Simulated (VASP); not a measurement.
Calculation: TPSS meta-GGA, VASP's PBE PAW potentials (set 64) (plane waves; VASP 6.6.1).

VASP input:

KPOINTS:
```
Automatic mesh
0
Gamma
19 19 19
0 0 0
```

**KPOINTS_OPT**
```
k-points along high-symmetry lines
10
Line-mode
Reciprocal
  0.000000   0.000000   0.000000 ! GAMMA
  0.500000   0.000000   0.500000 ! X

  0.500000   0.000000   0.500000 ! X
  0.625000   0.250000   0.625000 ! U

  0.375000   0.375000   0.750000 ! K
  0.000000   0.000000   0.000000 ! GAMMA

  0.000000   0.000000   0.000000 ! GAMMA
  0.500000   0.500000   0.500000 ! L

  0.500000   0.500000   0.500000 ! L
  0.500000   0.250000   0.750000 ! W

  0.500000   0.250000   0.750000 ! W
  0.500000   0.000000   0.500000 ! X
```

File POSCAR:
```
Cu
1
    0.0000000000     1.7919786253     1.7919786253
    1.7919786253     0.0000000000     1.7919786253
    1.7919786253     1.7919786253    -0.0000000000
Cu
1
Direct
  0.0000000000   0.0000000000   0.0000000000
```

INCAR:
```
! general
SYSTEM  = Cu
PREC    = Accurate
ENCUT   = 520
LREAL   = .FALSE.
LASPH   = .TRUE.

! electronic loop
EDIFF   = 1E-7
NELM    = 100
ALGO    = Normal
LMAXMIX = 4
LMIXTAU = .TRUE.

! smearing
ISMEAR  = -5

! functional
METAGGA = TPSS

! ions
ISIF    = 2

! output
LWAVE   = .FALSE.
LCHARG  = .FALSE.
LORBIT  = 11
NEDOS   = 601
```

POTCAR, in this order: Cu (PBE.64 set). Program: vasp_std.

The run wrote:

File OUTCAR:
```
 ion  position               nearest neighbor table
   1  0.000  0.000  0.000-
  LATTYP: Found a face centered cubic cell.
 ALAT       =     3.5839572506
 Subroutine PRICEL returns:
 Original cell was already a primitive cell.
 Subroutine GETGRP returns: Found 48 space group operations
The static configuration has the point symmetry O_h .
The dynamic configuration has the point symmetry O_h .
 Subroutine INISYM returns: Found 48 space group operations
 Subroutine IBZKPT returns following result:
 Found    220 irreducible k-points:

 Following reciprocal coordinates:
            Coordinates               Weight
  0.000000  0.000000  0.000000      1.000000
  0.052632  0.000000  0.000000      8.000000
  0.105263  0.000000  0.000000      8.000000
  0.157895  0.000000  0.000000      8.000000
  0.210526  0.000000  0.000000      8.000000
  0.263158  0.000000  0.000000      8.000000
  0.315789  0.000000  0.000000      8.000000
  0.368421  0.000000  0.000000      8.000000
  0.421053  0.000000  0.000000      8.000000
  0.473684  0.000000  0.000000      8.000000
...
```

OSZICAR:
```
       N       E                     dE             d eps       ncg     rms          rms(c)
DAV:   1     0.429618449195E+02    0.42962E+02   -0.69962E+03  4000   0.263E+03
DAV:   2    -0.450243171245E+01   -0.47464E+02   -0.45461E+02  3989   0.264E+02
DAV:   3    -0.690907686501E+01   -0.24066E+01   -0.24001E+01  4719   0.967E+01
DAV:   4    -0.694134405224E+01   -0.32267E-01   -0.32261E-01  4786   0.108E+01
DAV:   5    -0.694184965436E+01   -0.50560E-03   -0.50551E-03  4946   0.121E+00    0.393E+00
DAV:   6    -0.117322079519E+02   -0.47904E+01   -0.10467E+01  3960   0.564E+01    0.292E+00
DAV:   7    -0.177358752496E+02   -0.60037E+01   -0.23494E+01  4534   0.109E+02    0.100E+01
DAV:   8    -0.116217734856E+02    0.61141E+01   -0.19255E+01  4414   0.943E+01    0.255E+00
DAV:   9    -0.116311783291E+02   -0.94048E-02   -0.84211E-01  4747   0.168E+01    0.880E-02
DAV:  10    -0.116373868307E+02   -0.62085E-02   -0.22913E-02  4286   0.397E+00    0.290E-01
DAV:  11    -0.116398772773E+02   -0.24904E-02   -0.66616E-02  4269   0.608E+00    0.434E-01
DAV:  12    -0.116363312113E+02    0.35461E-02   -0.26274E-02  4239   0.408E+00    0.651E-03
DAV:  13    -0.116363815097E+02   -0.50298E-04   -0.95037E-05  4401   0.244E-01    0.258E-02
DAV:  14    -0.116363794756E+02    0.20341E-05   -0.10492E-04  4453   0.256E-01    0.473E-03
DAV:  15    -0.116363823896E+02   -0.29141E-05   -0.19908E-06  4245   0.307E-02    0.203E-03
DAV:  16    -0.116363826904E+02   -0.30080E-06   -0.10725E-06  4266   0.198E-02    0.344E-03
DAV:  17    -0.116363831524E+02   -0.46192E-06   -0.21887E-06  3947   0.370E-02    0.314E-04
DAV:  18    -0.116363832529E+02   -0.10057E-06   -0.83678E-08  2077   0.766E-03    0.372E-04
DAV:  19    -0.116363833172E+02   -0.64216E-07   -0.29546E-08  2066   0.428E-03
   1 F= -.11636383E+02 E0= -.11636383E+02  d E =0.000000E+00
       N       E                     dE             ncg
```

OUTCAR:
```
------------------------ aborting loop because EDIFF is reached ----------------------------------------
  FORCE on cell =-STRESS in cart. coord.  units (eV):
  Direction    XX          YY          ZZ          XY          YZ          ZX
  --------------------------------------------------------------------------------------
  Total       -0.0347964     -0.0347964     -0.0347964      0.0000000     -0.0000000      0.0000000
  in kB       -4.8441340     -4.8441340     -4.8441340      0.0000000     -0.0000000      0.0000000
  external PRESSURE =      -4.8441340 kB  Pullay stress =       0.0000000 kB
  volume of cell :       11.51
      direct lattice vectors                 reciprocal lattice vectors
     0.000000000  1.791978625  1.791978625    -0.279021185  0.279021185  0.279021185
     1.791978625  0.000000000  1.791978625     0.279021185 -0.279021185  0.279021185
     1.791978625  1.791978625  0.000000000     0.279021185  0.279021185 -0.279021185
 POSITION                                       TOTAL-FORCE (eV/Angst)
 -----------------------------------------------------------------------------------
      0.00000      0.00000      0.00000        -0.000000     -0.000000      0.000000
 -----------------------------------------------------------------------------------
    total drift:                                0.000000     -0.000000      0.000000
  FREE ENERGIE OF THE ION-ELECTRON SYSTEM (eV)
  ---------------------------------------------------
  free  energy   TOTEN  =       -11.6363833172 eV

  energy  without entropy=      -11.6363833172  energy(sigma->0) =      -11.63638332

 total charge

# of ion       s       p       d       tot
------------------------------------------
    1        0.438   0.403   9.187  10.028
```
(Selected blocks of OUTCAR.)

For a metal the tetrahedron method with Blöchl corrections gives inexact stress and forces.

The compound is Cu in the fcc structure. It was relaxed first.
